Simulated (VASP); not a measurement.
Given:

```
Na
1.0
   -2.01623     2.01623     2.01623
    2.01623    -2.01623     2.01623
    2.01623     2.01623    -2.01623
Na
1
Direct
  0.00000   0.00000   0.00000
```

The numbers are results of LDA (Ceperley-Alder, Perdew-Zunger), VASP's LDA PAW potentials (set 64) (plane waves; VASP), not measurements. Settings: 500 eV cut-off, 13×13×13 Γ-centred mesh, first-order Methfessel-Paxton smearing of 0.10 eV, potentials Na_pv.

Energy and stress use the plane-wave basis of the starting cell.

Problem. The ions, cell shape and volume at an external pressure of 5.0 GPa are relaxed. Predict the relaxed structure.

Solution. 
```
Na
1.0
   -1.82693     1.82693     1.82693
    1.82693    -1.82693     1.82693
    1.82693     1.82693    -1.82693
Na
1
Cartesian
  0.00000   0.00000   0.00000
```
Space group Im-3m (229), at a tolerance of 0.03 Å.

Problem. How do energy and volume change from the first to the last step?

Solution. The energy (σ→0) changes by +109.9 meV/atom and the volume by -25.6 %, in 4 ionic steps.

```
step  E(σ→0) (eV)  max force (eV/Å)  pressure (GPa)  volume (Å³)
----  -----------  ----------------  --------------  -----------
1         -1.4526             0.000            0.09        32.79
2         -1.4249             0.000            2.00        28.25
3         -1.3584             0.000            4.52        24.91
4         -1.3427             0.000            5.09        24.39
```

The compound is Na in the bcc structure. This run relaxes it under an external pressure of 5 GPa. Symmetry was kept, so distortions that lower it aren't found.
